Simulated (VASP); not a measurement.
Input for VASP

INCAR:
```
ENCUT  =  520   # plane-wave cut-off (eV)
LCHARG  =  .TRUE.
SYSTEM  =  Mg2Ge
LORBIT  =  11   # lm-projected
LEFG  =  .TRUE.
ISIF  =  2   # forces and stress, cell fixed
NEDOS  =  601   # DOS grid
LMAXMIX  =  4
EDIFF  =  1E-7   # SCF stop (eV)
LASPH  =  .TRUE.
IVDW  =  11
GGA  =  PE   # PBE
ALGO  =  Normal
PREC  =  Accurate
LREAL  =  .FALSE.   # projection in real space or not
LWAVE  =  .FALSE.
ISMEAR  =  -5   # tetrahedra, Bloechl
NELM  =  100
```

KPOINTS:
```
Automatic
0
gamma
 7 7 7
0 0 0
```

POSCAR:
```
Mg2Ge
1.0
  0.0000000000   3.1621710495   3.1621710495
  3.1621710495   0.0000000000   3.1621710495
  3.1621710495   3.1621710495   0.0000000000
Mg Ge
2 1
direct
  0.2500000000   0.2500000000   0.2500000000
  0.7500000000   0.7500000000   0.7500000000
  0.0000000000   0.0000000000   0.0000000000
```

POTCAR, in this order: Mg Ge_d (PBE.64 set). Program: vasp_std.

Question: Translate this PBE-D3 (zero damping) calculation to Quantum ESPRESSO's pw.x.

Answer: One equivalent input (not run):
```
&CONTROL
  calculation = 'scf'
  pseudo_dir = './pseudo'
  outdir = './out'
  tprnfor = .true.
  tstress = .true.
/
&SYSTEM
  ibrav = 0
  nat = 3
  ntyp = 2
  ecutwfc = 84
  occupations = 'tetrahedra'
  input_dft = 'pbe'
  vdw_corr = 'grimme-d3'
  dftd3_version = 3
  dftd3_threebody = .false.
/
&ELECTRONS
  conv_thr = 7.3e-09
  electron_maxstep = 100
/
ATOMIC_SPECIES
  Mg 24.305 Mg.upf
  Ge 72.630 Ge.upf
CELL_PARAMETERS angstrom
     0.0000000    3.1621710    3.1621710
     3.1621710    0.0000000    3.1621710
     3.1621710    3.1621710    0.0000000
ATOMIC_POSITIONS crystal
  Mg   0.2500000  0.2500000  0.2500000
  Mg   0.7500000  0.7500000  0.7500000
  Ge   0.0000000  0.0000000  0.0000000
K_POINTS automatic
  7 7 7 0 0 0
```
The two are equivalent in intent, not identical: the potentials are each code's own (VASP's PAW set, PseudoDojo norm-conserving files in pw.x), so ENCUT and ecutwfc are chosen apart and not converted; conv_thr bounds pw.x's estimated SCF error, while EDIFF bounds the energy change between steps; the field gradients of LEFG aren't asked of the other code.

The compound is Mg2Ge in the antifluorite structure. It was relaxed first.
